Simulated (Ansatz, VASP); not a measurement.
Na2Pd in VASP and in Ansatz

```
Na Pd
1.0
     3.13084    0.00000    0.00000
    -1.56542    2.71139    0.00000
     0.00000    0.00000    7.96545
Na Pd
2 1
Direct
  0.33333 0.66667 0.28639
  0.66667 0.33333 0.71361
  0.00000 0.00000 0.00000
```

Change from the starting cell: relaxed end of: species swapped into the Ta2C type (P-3m1, No. 164).

Alike in both runs: task single point; functional PBE; k mesh 6 × 6 × 2; occupations gaussian, width 0.1 eV; no spin polarisation.

```csv
,VASP,Ansatz
version,VASP 6.6.1,Ansatz 0.2.0
potentials or method,"VASP PAW PBE potentials, release 64 (Na_pv, Pd)","scalar-relativistic, plane waves, PAW"
plane-wave cutoff (eV),520,420
valence electrons in the cell,24,36
```

```csv
,VASP,Ansatz,Ansatz less VASP
gap on the k mesh at the Fermi level (eV),none,none,-
pressure (GPa),0.0,0.0,-0.02
largest component of the traceless stress (GPa),0.21,0.19,-0.020
rms of the force components (eV/Å),0.026,0.028,+0.0025
```

Atom by atom the forces differ by 0.003 eV/Å (rms over components). A gap of «none» marks a metal or a gap that the smearing closes. The two sets of potentials don't hold the same shells in valence.

Caveats: the k mesh is coarse (spacing up to 0.39 Å⁻¹), so the values aren't converged.
